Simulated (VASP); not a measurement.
## LaS (relaxed from the NiAs type structure, space group P6_3/mmc): computed properties

Level of theory: PBE GGA, VASP's PBE PAW potentials (set 64) (plane waves; VASP 6.6.1).

For LaS, the space group is P6_3/mmc (194), the cell comes out as a = b = 4.0379 Å, c = 7.3972 Å, α = β = 90.00°, γ = 120.00° and the volume per atom is 26.11 Å³/atom. The band gap (over mesh and band path) is none (metal, semimetal or under 0.01 eV) and the density comes out as 5.44 g/cm³.

```cif
data_La2S2
_chemical_formula_sum 'La2 S2'
_space_group_name_H-M_alt 'P 1'
_space_group_IT_number 1
_cell_length_a 4.03785
_cell_length_b 4.03785
_cell_length_c 7.39724
_cell_angle_alpha 90.000
_cell_angle_beta 90.000
_cell_angle_gamma 120.000
loop_
_space_group_symop_operation_xyz
  'x, y, z'
loop_
_atom_site_label
_atom_site_type_symbol
_atom_site_fract_x
_atom_site_fract_y
_atom_site_fract_z
_atom_site_occupancy
La1 La 0.00000 0.00000 0.00000 1
La2 La 0.00000 0.00000 0.50000 1
S1 S 0.33333 0.66667 0.25000 1
S2 S 0.66667 0.33333 0.75000 1
```

The structure was generated: LaS was put into the NiAs type type (P6_3/mmc), which need not be its known phase. It was relaxed first, which changed the volume by -29 %. Symmetry was kept, so distortions that lower it aren't found.
